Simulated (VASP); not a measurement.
```xyz
4
Lattice="3.5500 0.0000 0.0000 0.0000 3.5500 0.0000 0.0000 0.0000 3.5500" Properties=species:S:1:pos:R:3 pbc="T T T"
Fe     0.0000     0.0000     0.0000
Ni     0.0000     1.7750     1.7750
Ni     1.7750     0.0000     1.7750
Ni     1.7750     1.7750     0.0000
```

These are PBE GGA with spin-orbit coupling, VASP's PBE PAW potentials (set 64) (plane waves; VASP) values and carry that method's errors. Run with 400 eV cut-off, 8×8×8 Γ-centred mesh, first-order Methfessel-Paxton smearing of 0.10 eV, potentials Fe Ni. Starting moments (MAGMOM): 0 0 3.0 0 0 0.7 0 0 0.7 0 0 0.7.

Task: What does the run give for the energy per atom (σ→0), pressure, band gap (on the k-mesh) with the smallest direct gap where there is one?

Result: 
```yaml
band gap (on the k-mesh): none (metal, semimetal or under 0.01 eV)
energy per atom (σ→0): -6.257 eV/atom
pressure: -1.50 GPa
```

Only differences to runs with the same potentials and settings are physical.

The compound is Ni3Fe in the L1_2 structure. The cell was not relaxed at this level. The run is one of a series of settings (GGA_COMPAT = .FALSE., ISPIN removed, LSORBIT = .TRUE., MAGMOM = 0 0 3.0 0 0 0.7 0 0 0.7 0 0 0.7, program vasp_ncl against the base run), some of them coarse on purpose.
